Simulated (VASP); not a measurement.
```xyz
3
Lattice="2.2297 -3.8620 0.0000 2.2297 3.8620 0.0000 0.0000 0.0000 5.9408" Properties=species:S:1:pos:R:3 pbc="T T T"
Te     0.5959     1.0321     3.9605
Te     3.2676     0.0000     0.0000
Te     0.5959    -1.0321     1.9803
```

Calculation: SCAN meta-GGA, VASP's PBE PAW potentials (set 64) (plane waves; VASP 6.6.1). Run with 520 eV cut-off, 5×5×4 Γ-centred mesh, Gaussian smearing of 0.050 eV, potentials Te.

Question: Predict the energy per atom (σ→0).

Answer: 
```json
{
 "energy per atom (σ→0)": "-37.253 eV/atom"
}
```

Only differences to runs with the same potentials and settings are physical.

The compound is Te in the trig structure. It was relaxed first. The start is the result of an earlier pass.
